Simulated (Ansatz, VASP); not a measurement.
# InH in two plane-wave programs

One calculation is typed for both programs; each brings its own data sets. How far apart do they land? The cell is generated by rule, not measured, and may not be a known phase. The cell is taken from a series of runs on this material, whose earlier steps may have relaxed, scaled, displaced or heated it; both programs get it as it stands.

Method: plane waves, with VASP 6.6.1 beside it; zone-centre phonons at PBE, in Ansatz 0.2.0.

### Step 1. Starting point

It takes space group P6/mmm (No. 191, hexagonal). The conventional cell has a = 3.157 Å, b = 3.157 Å, c = 3.913 Å, α = 90.00°, β = 90.00°, γ = 120.00°. Nearest to In lie 2 H at 1.96 Å. H has 2 In at 1.96 Å nearest. Farther neighbours are not listed.

As a file:

```
In H
1.0
     3.15707    0.00000    0.00000
    -1.57853    2.73410    0.00000
     0.00000    0.00000    3.91294
In H
1 1
Direct
  0.00000 0.00000 0.00000
  0.00000 0.00000 0.50000
```

### Step 2. VASP: zone-centre phonons, PBE, pair 1

Second derivatives magnify differences that forces hide, and they need a tight electronic threshold.

Lines of VASP's logs that name or quote its potential files are left out, and so is its time.

The input, INCAR:

```
SYSTEM = InH
PREC = Accurate
ENCUT = 500
EDIFF = 1E-08
NELM = 120
ISMEAR = 1
SIGMA = 0.15
LREAL = .FALSE.
ALGO = Normal
GGA = PE
NBANDS = 13
LORBIT = 11
LWAVE = .FALSE.
LCHARG = .FALSE.
ISIF = 2
IBRION = 8
LASPH = .TRUE.
GGA_COMPAT = .FALSE.
KPAR = 2
```

The input, POSCAR:

```
InH
1.0
    3.1570658137      0.0000000000      0.0000000000
   -1.5785329068      2.7340991960      0.0000000000
    0.0000000000      0.0000000000      3.9129402732
In H
1 1
Direct
    0.0000000000      0.0000000000      0.0000000000
    0.0000000000      0.0000000000      0.5000000000
```

The input, KPOINTS:

```
Automatic mesh
0
Gamma
15 15 10
0 0 0
```

Potentials, in the order of the species: In_d and H (PBE family, release 64).

Command:

```console
mpirun -np 2 vasp_std
```

Numbers of over 12 decimals in the logs are rounded to 6 here.

What it wrote:

```text
[banner, memory and clock lines left out]
running    2 mpi-ranks, on    1 nodes
 distrk:  each k-point on    1 cores,    2 groups
 distr:  one band on    1 cores,    1 groups

 POSCAR found type information on POSCAR InH
 POSCAR found :  2 types and       2 ions
 LDA part: xc-table for (Slater+PW92), standard interpolation
 POSCAR, INCAR and KPOINTS ok, starting setup
 FFT: planning ... GRIDC
 FFT: planning ... GRID_SOFT
 FFT: planning ... GRID
 WAVECAR not read
 entering main loop
       N       E                     dE             d eps       ncg     rms          rms(c)
DAV:   1     0.835810449751E+02    0.83581E+02   -0.66776E+03  4242   0.130E+03
DAV:   2    -0.868390417203E+00   -0.84449E+02   -0.81209E+02  4452   0.288E+02
DAV:   3    -0.553760452941E+01   -0.46692E+01   -0.46511E+01  5227   0.687E+01
DAV:   4    -0.565128849484E+01   -0.11368E+00   -0.11366E+00  5196   0.110E+01
DAV:   5    -0.565669615611E+01   -0.54077E-02   -0.54075E-02  6036   0.208E+00    0.421E+00
DAV:   6    -0.539790769312E+01    0.25879E+00   -0.29779E-01  5433   0.770E+00    0.194E+00
DAV:   7    -0.536584627679E+01    0.32061E-01   -0.12805E-01  5410   0.340E+00    0.468E-01
DAV:   8    -0.536697223484E+01   -0.11260E-02   -0.22810E-02  4972   0.145E+00    0.189E-01
DAV:   9    -0.536753767975E+01   -0.56544E-03   -0.77268E-04  4837   0.207E-01    0.860E-02
DAV:  10    -0.536772973698E+01   -0.19206E-03   -0.23980E-04  4812   0.206E-01    0.438E-02
DAV:  11    -0.536774092081E+01   -0.11184E-04   -0.31411E-05  5152   0.497E-02    0.111E-02
DAV:  12    -0.536773935500E+01    0.15658E-05   -0.75375E-06  4657   0.207E-02    0.289E-03
DAV:  13    -0.536773970773E+01   -0.35274E-06   -0.11660E-06  5298   0.658E-03    0.144E-03
DAV:  14    -0.536773966855E+01    0.39184E-07   -0.13239E-07  4864   0.263E-03    0.337E-04
DAV:  15    -0.536773969186E+01   -0.23314E-07   -0.19148E-08  4742   0.998E-04    0.647E-05
DAV:  16    -0.536773969033E+01    0.15307E-08   -0.92648E-10  2441   0.215E-04
   1 F= -.53677397E+01 E0= -.53670224E+01  d E =-.215192E-02
 Linear response reoptimize wavefunctions to high precision
DAV:   1    -0.536773969177E+01   -0.14322E-08   -0.16721E-10  2946   0.131E-04
DAV:   2    -0.536773969178E+01   -0.12278E-10   -0.71822E-11  2371   0.661E-05
 Linear response DOF=           4
 Linear response progress:
  Degree of freedom:   1/  4
       N       E                     dE             d eps       ncg     rms          rms(c)
RMM:   1    -0.223263350813E+00   -0.22326E+00   -0.11761E-01 12889   0.481E+00
RMM:   2    -0.226581303847E+00   -0.33180E-02   -0.14577E-02 16891   0.104E+00    0.665E-02
RMM:   3    -0.226387975812E+00    0.19333E-03   -0.14990E-03 17821   0.316E-01    0.225E-02
RMM:   4    -0.226159797583E+00    0.22818E-03   -0.10306E-04 18659   0.928E-02    0.184E-02
RMM:   5    -0.225991957878E+00    0.16784E-03   -0.14986E-05 18142   0.339E-02    0.382E-03
RMM:   6    -0.225949190183E+00    0.42768E-04   -0.22114E-06 18920   0.120E-02    0.146E-03
RMM:   7    -0.225940049387E+00    0.91408E-05   -0.39890E-07 18447   0.431E-03    0.496E-04
RMM:   8    -0.225940385675E+00   -0.33629E-06   -0.41289E-08 20039   0.172E-03    0.423E-04
RMM:   9    -0.225940078403E+00    0.30727E-06    0.70327E-08 20048   0.702E-04    0.779E-04
RMM:  10    -0.225939674588E+00    0.40381E-06    0.11657E-07 18360   0.432E-04    0.184E-04
RMM:  11    -0.225939530636E+00    0.14395E-06    0.95757E-08 20838   0.196E-04    0.184E-04
RMM:  12    -0.225939480503E+00    0.50133E-07    0.57514E-08 20548   0.102E-04    0.179E-04
RMM:  13    -0.225939068941E+00    0.41156E-06    0.30634E-08 19134   0.722E-05    0.394E-05
RMM:  14    -0.225939111441E+00   -0.42500E-07    0.17912E-08 19459   0.455E-05    0.221E-05
RMM:  15    -0.225939224954E+00   -0.11351E-06    0.11102E-08 19572   0.354E-05    0.158E-05
RMM:  16    -0.225939202759E+00    0.22194E-07    0.71764E-09 18474   0.251E-05    0.285E-06
RMM:  17    -0.225939204489E+00   -0.17295E-08    0.39092E-09 12585   0.209E-05    0.253E-06
 first order change of Fermi-energy   0.69772E-04
 force on displaced ion       1 direction 1 :  -0.424   0.000   0.000
 Linear response progress:
  Degree of freedom:   2/  4
       N       E                     dE             d eps       ncg     rms          rms(c)
RMM:   1    -0.239022124488E+00   -0.23902E+00   -0.14441E-01  5381   0.479E+00
RMM:   2    -0.241249225522E+00   -0.22271E-02   -0.13612E-02  7075   0.108E+00    0.889E-02
RMM:   3    -0.241396929258E+00   -0.14770E-03   -0.16799E-03  7383   0.324E-01    0.470E-02
RMM:   4    -0.241354603421E+00    0.42326E-04   -0.12499E-04  7857   0.101E-01    0.320E-02
RMM:   5    -0.241396621590E+00   -0.42018E-04   -0.20130E-05  7601   0.357E-02    0.672E-03
RMM:   6    -0.241407870856E+00   -0.11249E-04   -0.25999E-06  8112   0.126E-02    0.224E-03
RMM:   7    -0.241408873437E+00   -0.10026E-05   -0.48980E-07  7975   0.423E-03    0.246E-03
RMM:   8    -0.241413217465E+00   -0.43440E-05   -0.32317E-08  7592   0.188E-03    0.408E-03
RMM:   9    -0.241414584138E+00   -0.13667E-05    0.32768E-08  7597   0.114E-03    0.132E-02
RMM:  10    -0.241411778836E+00    0.28053E-05   -0.29461E-08  7589   0.160E-03    0.346E-03
RMM:  11    -0.241411932742E+00   -0.15391E-06    0.62457E-08  8155   0.449E-04    0.194E-03
RMM:  12    -0.241411719356E+00    0.21339E-06   -0.48086E-08  7872   0.154E-04    0.887E-04
RMM:  13    -0.241411610157E+00    0.10920E-06    0.16723E-08  7468   0.108E-04    0.328E-05
RMM:  14    -0.241411561307E+00    0.48850E-07   -0.20183E-08  8419   0.526E-05    0.227E-05
RMM:  15    -0.241411576207E+00   -0.14901E-07   -0.60441E-09  8460   0.311E-05    0.170E-05
RMM:  16    -0.241411593544E+00   -0.17337E-07   -0.10349E-08  7470   0.238E-05    0.617E-05
RMM:  17    -0.241411589495E+00    0.40490E-08   -0.50755E-09  7461   0.216E-05    0.737E-06
 first order change of Fermi-energy  -0.50189E-03
 force on displaced ion       1 direction 3 :  -0.000   0.000  -5.535
 Linear response progress:
  Degree of freedom:   3/  4
       N       E                     dE             d eps       ncg     rms          rms(c)
RMM:   1    -0.153330805535E-01   -0.15333E-01   -0.48543E-03 17735   0.564E-01
RMM:   2    -0.152351918004E-01    0.97889E-04   -0.32996E-04 16236   0.131E-01    0.634E-02
RMM:   3    -0.155931275180E-01   -0.35794E-03   -0.57980E-05 18254   0.540E-02    0.383E-02
RMM:   4    -0.162523879416E-01   -0.65926E-03   -0.27768E-05 17870   0.311E-02    0.202E-03
RMM:   5    -0.162663155405E-01   -0.13928E-04   -0.24772E-06 18932   0.117E-02    0.119E-03
RMM:   6    -0.162690557854E-01   -0.27402E-05   -0.38164E-07 18364   0.383E-03    0.923E-04
RMM:   7    -0.162679577609E-01    0.10980E-05   -0.74951E-08 18159   0.171E-03    0.267E-04
RMM:   8    -0.162696751480E-01   -0.17174E-05   -0.98793E-09 19682   0.502E-04    0.272E-04
RMM:   9    -0.162696612233E-01    0.13925E-07   -0.22572E-09 19829   0.179E-04    0.174E-04
RMM:  10    -0.162700273898E-01   -0.36617E-06    0.73838E-10 18667   0.957E-05    0.815E-06
RMM:  11    -0.162699730585E-01    0.54331E-07   -0.30091E-10 20380   0.343E-05    0.110E-05
RMM:  12    -0.162699734699E-01   -0.41139E-09   -0.15936E-09 19455   0.130E-05    0.616E-06
 first order change of Fermi-energy   0.12922E-03
 force on displaced ion       2 direction 1 :  -0.440   0.000   0.000
 Linear response progress:
  Degree of freedom:   4/  4
       N       E                     dE             d eps       ncg     rms          rms(c)
RMM:   1    -0.186379732751E-01   -0.18638E-01   -0.13017E-03  7331   0.943E-01
RMM:   2    -0.166881308622E-01    0.19498E-02   -0.13526E-03  7037   0.217E-01    0.141E-01
RMM:   3    -0.170719603266E-01   -0.38383E-03   -0.17394E-04  7393   0.104E-01    0.720E-02
RMM:   4    -0.177588973234E-01   -0.68694E-03   -0.80197E-05  7509   0.654E-02    0.155E-02
RMM:   5    -0.179450106111E-01   -0.18611E-03   -0.10464E-05  7756   0.242E-02    0.939E-03
RMM:   6    -0.179396734853E-01    0.53371E-05   -0.16135E-06  8086   0.791E-03    0.999E-03
RMM:   7    -0.179422405764E-01   -0.25671E-05   -0.26012E-07  7797   0.261E-03    0.194E-02
RMM:   8    -0.179386535438E-01    0.35870E-05   -0.11531E-07  7625   0.190E-03    0.391E-04
RMM:   9    -0.179398524085E-01   -0.11989E-05    0.85443E-10  8056   0.561E-04    0.398E-04
RMM:  10    -0.179399935917E-01   -0.14118E-06   -0.10847E-08  8143   0.191E-04    0.820E-05
RMM:  11    -0.179401238573E-01   -0.13027E-06    0.18410E-08  8015   0.903E-05    0.149E-05
RMM:  12    -0.179401098346E-01    0.14023E-07   -0.80666E-11  8656   0.346E-05    0.175E-05
RMM:  13    -0.179401069201E-01    0.29144E-08   -0.26880E-08  8074   0.136E-05    0.269E-06
 first order change of Fermi-energy   0.12260E-03
 force on displaced ion       2 direction 3 :   0.000  -0.000  -5.510
 Linear response finished
```

From OUTCAR (step 2):

```text
ion  position               nearest neighbor table
   1  0.000  0.000  0.000-   2 1.96   2 1.96
   2  0.000  0.000  0.500-   1 1.96   1 1.96

  LATTYP: Found a hexagonal cell.
 ALAT       =     3.1570658137
 C/A-ratio  =     1.2394230922

 Subroutine GETGRP returns: Found 24 space group operations
 (whereof 24 operations were pure point group operations)

The static configuration has the point symmetry D_6h.

 Found    162 irreducible k-points:

   k-points           NKPTS =    162   k-points in BZ     NKDIM =    162   number of bands    NBANDS=     13

   dimension x,y,z NGX =    24 NGY =   24 NGZ =   30
   dimension x,y,z NGXF=    48 NGYF=   48 NGZF=   60

   ENCUT  =  500.0 eV  36.75 Ry    6.06 a.u.   5.76  5.76  7.13*2*pi/ulx,y,z

   NELECT =      14.0000    total number of electrons

 k-points in reciprocal lattice and weights: Automatic mesh
   0.00000000  0.00000000  0.00000000       0.000
   0.06666667 -0.00000000  0.00000000       0.003
   0.13333333  0.00000000  0.00000000       0.003
   0.20000000 -0.00000000  0.00000000       0.003
   0.26666667  0.00000000  0.00000000       0.003
   0.33333333 -0.00000000  0.00000000       0.003
   0.40000000  0.00000000  0.00000000       0.003
   0.46666667  0.00000000  0.00000000       0.003
   0.06666667  0.06666667  0.00000000       0.003
[...]
0.33333333  0.26666667  0.50000000       0.005
   0.33333333  0.33333333  0.50000000       0.001

 average (electrostatic) potential at core
       1 -96.1439       2 -31.5202

  Total       -0.0148086     -0.0148086     -0.0116083     -0.0000000     -0.0000000      0.0000000
  in kB       -0.7024638     -0.7024638     -0.5506529     -0.0000000     -0.0000000      0.0000000
  external PRESSURE =      -0.6518601 kB  Pullay stress =       0.0000000 kB

  energy-cutoff  :      500.00
  volume of cell :       33.78
      direct lattice vectors                 reciprocal lattice vectors
     3.157065814  0.000000000  0.000000000     0.316749811  0.182875589  0.000000000
    -1.578532907  2.734099196  0.000000000     0.000000000  0.365751177  0.000000000
     0.000000000  0.000000000  3.912940273     0.000000000  0.000000000  0.255562296

 POSITION                                       TOTAL-FORCE (eV/Angst)
 -----------------------------------------------------------------------------------
      0.00000      0.00000      0.00000        -0.000000      0.000000      0.000000
      0.00000      0.00000      1.95647         0.000000      0.000000      0.000000
 -----------------------------------------------------------------------------------
    total drift:                                0.000000     -0.000000     -0.000000

 Eigenvectors and eigenvalues of the dynamical matrix
 ----------------------------------------------------

   1 f  =   36.858239 THz   231.587148 2PiTHz 1229.458525 cm-1   152.433361 meV
             X         Y         Z           dx          dy          dz
      0.000000  0.000000  0.000000    -0.000000   -0.000000   -0.093122
      0.000000  0.000000  1.956470     0.000000    0.000000    0.995655

   2 f  =   10.417459 THz    65.454827 2PiTHz  347.489037 cm-1    43.083130 meV
             X         Y         Z           dx          dy          dz
      0.000000  0.000000  0.000000     0.087954    0.024297    0.000000
      0.000000  0.000000  1.956470    -0.959875   -0.265166    0.000000

   3 f  =   10.417459 THz    65.454827 2PiTHz  347.489037 cm-1    43.083130 meV
             X         Y         Z           dx          dy          dz
      0.000000  0.000000  0.000000     0.024297   -0.087954   -0.000000
      0.000000  0.000000  1.956470    -0.265166    0.959875   -0.000000

   4 f/i=    0.007496 THz     0.047101 2PiTHz    0.250053 cm-1     0.031003 meV
             X         Y         Z           dx          dy          dz
      0.000000  0.000000  0.000000     0.000000   -0.000000    0.995655
      0.000000  0.000000  1.956470     0.000000   -0.000000    0.093122

   5 f/i=    0.017485 THz     0.109859 2PiTHz    0.583221 cm-1     0.072310 meV
             X         Y         Z           dx          dy          dz
      0.000000  0.000000  0.000000     0.651126   -0.753464   -0.000000
      0.000000  0.000000  1.956470     0.059663   -0.069041   -0.000000

   6 f/i=    0.017485 THz     0.109859 2PiTHz    0.583221 cm-1     0.072310 meV
             X         Y         Z           dx          dy          dz
      0.000000  0.000000  0.000000    -0.753464   -0.651126   -0.000000
      0.000000  0.000000  1.956470    -0.069041   -0.059663   -0.000000

 ELASTIC MODULI CONTR FROM IONIC RELAXATION (kBar)
 Direction    XX          YY          ZZ          XY          YZ          ZX
 --------------------------------------------------------------------------------
 XX           0.0000      0.0000      0.0000      0.0000      0.0000      0.0000
 YY           0.0000      0.0000      0.0000      0.0000      0.0000      0.0000
 ZZ           0.0000      0.0000      0.0000      0.0000      0.0000      0.0000
 XY           0.0000      0.0000      0.0000      0.0000      0.0000      0.0000
 YZ           0.0000      0.0000      0.0000      0.0000      0.0000      0.0000
 ZX           0.0000      0.0000      0.0000      0.0000      0.0000      0.0000
 --------------------------------------------------------------------------------
```

[end of part 1 of 2]

[Lines on the potential files, build, host, timing and source positions are cut from VASP's logs without a mark.]

[Logs are printed without paths, hosts, clocks, repeated set-up lines and the standing remarks that a program may print on its own settings, such as how far it seeks lower states.]

[Hosts, paths, dates, database ids (printed as entryN), source tags and the programs' standing remarks are cut or masked in the printed files.]
